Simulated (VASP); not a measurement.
# LaMg6Nb (Amm2) in VASP: notebook

Runs on LaMg6Nb. Level: PBE. Tasks: single point.

Program: VASP 6.6.1. These are calculated values, not measurements. Logs are shortened: lines on timing, memory, paths and dates and some standing lists are left out, and cuts for length are marked.

## Step 1: Starting point

Symmetry: Amm2, No. 38, orthorhombic system. Conventional cell: a = 5.065 Å, b = 6.490 Å, c = 11.546 Å, α = 90.00°, β = 90.00°, γ = 90.00°. Around La (site symmetry mm2) lie 2 Nb at 2.89 Å and 4 Mg at 3.10 to 3.26 Å. Nb (site symmetry mm2) has 2 La at 2.89 Å and 8 Mg at 3.23 to 3.25 Å as nearest neighbours. Mg (site symmetry mm2) is surrounded by 10 Mg at 3.16 to 3.36 Å and 2 Nb at 3.25 Å. Mg (site symmetry m) has 8 Mg at 3.05 to 3.38 Å and 2 Nb at 3.25 to 3.38 Å and 2 La at 3.35 Å as nearest neighbours. Around Mg (site symmetry mm2) lie 10 Mg at 3.16 to 3.45 Å and 2 La at 3.26 Å. Mg (site symmetry m) has 8 Mg at 3.05 to 3.45 Å and 1 La at 3.10 Å and 2 Nb at 3.23 Å as nearest neighbours.

The cell comes from a database or a generator and needn't be the stable form of this composition.

## Step 2: Single point, PBE

Input file INCAR:

```
PREC     = Accurate       # precision mode
ENCUT    = 500            # plane-wave cutoff, eV
EDIFF    = 1E-6           # SCF threshold, eV
ISMEAR   = 0              # smearing method
SIGMA    = 0.02           # smearing width, eV
LREAL    = F              # projectors in reciprocal space
LASPH    = T              # aspherical terms in the spheres
NELM     = 60             # most SCF steps
ALGO     = Fast           # electronic algorithm
ISIF     = 2              # what is computed and relaxed
LWAVE    = F              # write WAVECAR
LCHARG   = F              # write CHGCAR
GGA      = PE             # functional
```

Input file KPOINTS:

```
regular mesh
0
Gamma
  5 5 5
```

Input file POSCAR:

```
LaMg6Nb
1.0
    5.0649350000      0.0000000000      0.0000000000
    0.0000000000      3.2452500000      5.7732005000
    0.0000000000     -3.2452500000      5.7732005000
La Nb Mg
1 1 6
Direct
    0.0000000000      0.8073710000      0.8073710000
    0.5000000000      0.6872470000      0.6872470000
    0.5000000000      0.1692830000      0.1692830000
    0.5000000000      0.1879240000      0.6664220000
    0.5000000000      0.6664220000      0.1879240000
    0.0000000000      0.3332840000      0.3332840000
    0.0000000000      0.3381440000      0.8103240000
    0.0000000000      0.8103240000      0.3381440000
```

Potentials or basis: VASP PAW PBE potentials, release 64 (La, Nb_pv, Mg).

Run with:

```
> cat potpaw_PBE.64/La/POTCAR potpaw_PBE.64/Nb_pv/POTCAR potpaw_PBE.64/Mg/POTCAR > POTCAR
> mpirun -np 1 vasp_std > vasp.out
```

OUTCAR:

```text
PREC = Accurate
   ENCUT = 500
   EDIFF = 1E-6
   ISMEAR = 0
   LREAL = F
   LASPH = T
   NELM = 60
   ISIF = 2
   GGA = PE

 ion  position               nearest neighbor table
   1  0.000  0.807  0.807-   2 2.89   2 2.89   8 3.10   7 3.10   6 3.26   6 3.26   5 3.35   4 3.35
                             4 3.35   5 3.35   7 3.53   8 3.53
   2  0.500  0.687  0.687-   1 2.89   1 2.89   8 3.23   7 3.23   7 3.23   8 3.23   4 3.25   5 3.25
                             3 3.25   3 3.25   5 3.38   4 3.38
   3  0.500  0.169  0.169-   6 3.16   6 3.16   8 3.25   7 3.25   7 3.25   8 3.25   2 3.25   2 3.25
                             5 3.27   4 3.27   4 3.36   5 3.36
   4  0.500  0.188  0.666-   7 3.05   7 3.05   5 3.11   6 3.16   6 3.16   2 3.25   3 3.27   1 3.35
                             1 3.35   3 3.36   2 3.38   5 3.38
   5  0.500  0.666  0.188-   8 3.05   8 3.05   4 3.11   6 3.16   6 3.16   2 3.25   3 3.27   1 3.35
                             1 3.35   3 3.36   2 3.38   4 3.38
   6  0.000  0.333  0.333-   3 3.16   3 3.16   5 3.16   4 3.16   4 3.16   5 3.16   8 3.18   7 3.18
                             1 3.26   1 3.26   8 3.45   7 3.45
   7  0.000  0.338  0.810-   4 3.05   4 3.05   8 3.06   1 3.10   6 3.18   2 3.23   2 3.23   3 3.25
                             3 3.25   8 3.43   6 3.45   1 3.53
   8  0.000  0.810  0.338-   5 3.05   5 3.05   7 3.06   1 3.10   6 3.18   2 3.23   2 3.23   3 3.25
                             3 3.25   7 3.43   6 3.45   1 3.53

  LATTYP: Found a base centered orthorhombic cell.
 ALAT       =     6.4905000000
 B/A-ratio  =     1.7789694168
 C/A-ratio  =     0.7803612973

  Lattice vectors:

 A1 = (   0.0000000000,   3.2452500000,  -5.7732005000)
 A2 = (   0.0000000000,   3.2452500000,   5.7732005000)
 A3 = (   5.0649350000,   0.0000000000,   0.0000000000)

Analysis of symmetry for initial positions (statically):
=====================================================================
 Subroutine PRICEL returns:
 Original cell was already a primitive cell.

 Routine SETGRP: Setting up the symmetry group for a
 base centered orthorhombic supercell.

 Subroutine GETGRP returns: Found  4 space group operations
 (whereof  4 operations were pure point group operations)
 out of a pool of  8 trial point group operations.

The static configuration has the point symmetry C_2v.

Analysis of symmetry for dynamics (positions and initial velocities):
=====================================================================
 Subroutine PRICEL returns:
 Original cell was already a primitive cell.

 Routine SETGRP: Setting up the symmetry group for a
 base centered orthorhombic supercell.

 Subroutine GETGRP returns: Found  4 space group operations
 (whereof  4 operations were pure point group operations)
 out of a pool of  8 trial point group operations.

The dynamic configuration has the point symmetry C_2v.

 Subroutine INISYM returns: Found  4 space group operations
 (whereof  4 operations are pure point group operations),
 and found     1 'primitive' translations

----------------------------------------------------------------------------------------

                                     Primitive cell

  volume of cell :     189.7880

  direct lattice vectors                    reciprocal lattice vectors
     5.064935000  0.000000000  0.000000000     0.197435900  0.000000000  0.000000000
     0.000000000  3.245250000  5.773200500     0.000000000  0.154071335  0.086607073
     0.000000000 -3.245250000  5.773200500     0.000000000 -0.154071335  0.086607073

  length of vectors
     5.064935000  6.622800886  6.622800886     0.197435900  0.176744905  0.176744905

  position of ions in fractional coordinates (direct lattice)
     0.000000000  0.807371000  0.807371000
     0.500000000  0.687247000  0.687247000
     0.500000000  0.169283000  0.169283000
     0.500000000  0.187924000  0.666422000
     0.500000000  0.666422000  0.187924000
     0.000000000  0.333284000  0.333284000
     0.000000000  0.338144000  0.810324000
     0.000000000  0.810324000  0.338144000

  ion indices of the primitive-cell ions
   primitive index   ion index
                 1           1
                 2           2
                 3           3
                 4           4
                 5           5
                 6           6
                 7           7
                 8           8

----------------------------------------------------------------------------------------

 KPOINTS: regular mesh

Automatic generation of k-mesh.
 Grid dimensions read from file:
 generate k-points for:    5    5    5

 Generating k-lattice:

  Cartesian coordinates                     Fractional coordinates (reciprocal lattice)
     0.039487180  0.000000000  0.000000000     0.200000000  0.000000000  0.000000000
     0.000000000  0.030814267  0.017321415     0.000000000  0.200000000  0.000000000
     0.000000000 -0.030814267  0.017321415     0.000000000  0.000000000  0.200000000

  Length of vectors
     0.039487180  0.035348981  0.035348981

  Shift w.r.t. Gamma in fractional coordinates (k-lattice)
     0.000000000  0.000000000  0.000000000

 Subroutine IBZKPT returns following result:
 ===========================================

 Found     27 irreducible k-points:

 Following reciprocal coordinates:
            Coordinates               Weight
  0.000000  0.000000  0.000000      1.000000
  0.200000  0.000000  0.000000      2.000000
  0.400000  0.000000  0.000000      2.000000
  0.000000  0.200000  0.000000      4.000000
  0.200000  0.200000  0.000000      8.000000
  0.400000  0.200000  0.000000      8.000000
[... 16 lines left out ...]
  0.200000  0.400000  0.400000      4.000000
  0.400000  0.400000  0.400000      4.000000
 [... further k-points ...]
   k-points           NKPTS =     27   k-points in BZ     NKDIM =     27   number of bands    NBANDS=     22
   number of dos      NEDOS =    301   number of ions     NIONS =      8
   total plane-waves  NPLWV =  92160
   dimension x,y,z NGX =    40 NGY =   48 NGZ =   48
   dimension x,y,z NGXF=    80 NGYF=   96 NGZF=   96
   ions per type =               1   1   6
   NGX,Y,Z   is equivalent  to a cutoff of  13.13, 12.05, 12.05 a.u.
   NGXF,Y,Z  is equivalent  to a cutoff of  26.26, 24.10, 24.10 a.u.
 SYSTEM =  unknown system
   PREC   = accura    normal or accurate (medium, high low for compatibility)
   ISTART =      0    job   : 0-new  1-cont  2-samecut
   ICHARG =      2    charge: 1-file 2-atom 10-const
   ISPIN  =      1    spin polarized calculation?
   LNONCOLLINEAR =      F non collinear calculations
   LSORBIT =      F    spin-orbit coupling
   LASPH  =      T    aspherical Exc in radial PAW
   ENCUT  =  500.0 eV  36.75 Ry    6.06 a.u.   9.23 12.07 12.07*2*pi/ulx,y,z
   NELM   =     60;   NELMIN=  2; NELMDL= -5     # of ELM steps
   EDIFF  = 0.1E-05   stopping-criterion for ELM
   LREAL  =      F    real-space projection
   EDIFFG = 0.1E-04   stopping-criterion for IOM
   NSW    =      0    number of steps for IOM
   IBRION =     -1    ionic relax: 0-MD 1-quasi-New 2-CG
   NFREE  =      0    steps in history (QN), initial steepest desc. (CG)
   ISIF   =      2    stress and relaxation
   ISYM   =      2    0-nonsym 1-usesym 2-fastsym
   POTIM  = 0.5000    time-step for ionic-motion
   TEBEG  =    0.0;   TEEND  =   0.0 temperature during run
   PSTRESS=    0.0 pullay stress
   NELECT =      34.0000    total number of electrons
   NUPDOWN=      -1.0000    fix difference up-down
   EMIN   =  10.00;   EMAX   =-10.00  energy-range for DOS
   EFERMI =   0.00;   METHOD = LEGACY
   ISMEAR =     0;   SIGMA  =   0.02  broadening in eV -4-tet -1-fermi 0-gaus
   EFERMI_NEDOS =   21; number of points for ismear=-14 and -15
   IALGO  =     68    algorithm
   IMIX   =      4    mixing-type and parameters
     AMIX     =   0.40;   BMIX     =  1.00
     AMIX_MAG =   1.60;   BMIX_MAG =  1.00
  volume/ion in A,a.u.               =      23.72       160.09
  Fermi-wavevector in a.u.,A,eV,Ry     =   0.922879  1.743989 11.588167  0.851706
  Thomas-Fermi vector in A             =   2.048455
   LORBIT       =      0    0 simple, 1 ext, 2 COOP (PROOUT), +10 PAW based schemes
   GGA     = PE    functional components
   LHFCALC =     F    Hartree Fock is set to
   AEXX    =    0.0000 exact exchange contribution
   IVDW    =     0    specifies the selected vdW correction
   LEPSILON=     F    determine dielectric tensor
   LRPA    =     F    only Hartree local field effects (RPA)
 non-spin polarized calculation
 RMM-DIIS sequential band-by-band and
 Gauss-broadening in eV      SIGMA  =   0.02
  energy-cutoff  :      500.00
  volume of cell :      189.79
 maximum number of plane-waves:      4838
 NGX is ok and might be reduce to    40
   NGX = 19   NGY = 25   NGZ = 25

 number of electron      34.0000000 magnetization

 Free energy of the ion-electron system (eV)
  ---------------------------------------------------
  ext. energy  EPLUGINS =         0.00000000
  ---------------------------------------------------
  free energy    TOTEN  =       -22.60931605 eV

  energy without entropy =      -22.60754970  energy(sigma->0) =      -22.60843288

 E-fermi :   3.6959     XC(G=0):  -9.1279

 val. band max:        3.6894656081   @ k =   0.2000   0.0000   0.0000
 cond. band min:       3.7027204623   @ k =   0.2000   0.4000   0.4000
 fundamental gap:      0.0132548541
 Fermi energy:         3.6959384680

 k-point     1 :       0.0000    0.0000    0.0000
  band No.  band energies     occupation
      1     -28.3649      2.00000
      2     -27.1338      2.00000
      3     -27.1105      2.00000
      4     -27.0987      2.00000
      5     -12.3147      2.00000
      6     -12.2761      2.00000
[... 14 lines left out ...]
     21       5.1760      0.00000
     22       6.2818      0.00000
[... 552 lines left out ...]
  band No.  band energies     occupation
      1     -28.4237      2.00000
      2     -27.1501      2.00000
      3     -27.0984      2.00000
      4     -27.0225      2.00000
      5     -12.3595      2.00000
      6     -12.2653      2.00000
[... 14 lines left out ...]
     21       6.1607      0.00000
     22       6.1963      0.00000

 [... further k-points ...]

------------------------ aborting loop because EDIFF is reached ----------------------------------------

  FORCE on cell =-STRESS in cart. coord.  units (eV):
  Direction    XX          YY          ZZ          XY          YZ          ZX
  --------------------------------------------------------------------------------------
  -------------------------------------------------------------------------------------
  Total       -0.1656222     -0.2161081     -0.1832599      0.0000000      0.0000000      0.0000000
  in kB       -1.3981713     -1.8243706     -1.5470678      0.0000000      0.0000000      0.0000000
  external PRESSURE =      -1.5898699 kB  Pullay stress =       0.0000000 kB

 VOLUME and BASIS-vectors are now :
 -----------------------------------------------------------------------------
  energy-cutoff  :      500.00
  volume of cell :      189.79
      direct lattice vectors                 reciprocal lattice vectors
     5.064935000  0.000000000  0.000000000     0.197435900  0.000000000  0.000000000
     0.000000000  3.245250000  5.773200500     0.000000000  0.154071335  0.086607073
     0.000000000 -3.245250000  5.773200500     0.000000000 -0.154071335  0.086607073

 POSITION                                       TOTAL-FORCE (eV/Angst)
 -----------------------------------------------------------------------------------
      0.00000      0.00000      9.32223         0.000000      0.000000     -0.135623
      2.53247      0.00000      7.93523         0.000000      0.000000      0.081937
      2.53247      0.00000      1.95461         0.000000      0.000000      0.103732
      2.53247     -1.55285      4.93231         0.000000     -0.033118      0.045061
      2.53247      1.55285      4.93231         0.000000      0.033118      0.045061
      0.00000      0.00000      3.84823         0.000000      0.000000     -0.061226
      0.00000     -1.53234      6.63034         0.000000     -0.036677     -0.039471
      0.00000      1.53234      6.63034         0.000000      0.036677     -0.039471
 -----------------------------------------------------------------------------------
    total drift:                               -0.000000     -0.000000      0.000777

  FREE ENERGIE OF THE ION-ELECTRON SYSTEM (eV)
  ---------------------------------------------------
  free  energy   TOTEN  =       -22.6093160525 eV

  energy  without entropy=      -22.6075496996  energy(sigma->0) =      -22.60843288
```

It took 4.1 min on 1 thread of Intel Xeon 6975P-C (Granite Rapids), shared host; peak memory 0.39 GiB.

What came out:

```yaml
Free_energy: -22.6093 eV
Pressure: -0.2 GPa
Largest_force: 0.136 eV/Å
Band_gap_on_the_k_mesh: none (metal or under the smearing width)
```

Forces in eV/Å, atoms in the order of the input:
```
La   0.000  0.000 -0.136
Nb   0.000  0.000  0.082
Mg   0.000  0.000  0.104
Mg   0.000 -0.033  0.045
Mg   0.000  0.033  0.045
Mg   0.000  0.000 -0.061
Mg   0.000 -0.037 -0.039
Mg   0.000  0.037 -0.039
```

Spin-orbit coupling is left out, which matters for the levels of La.

(Part 1 of 2 ends here.)
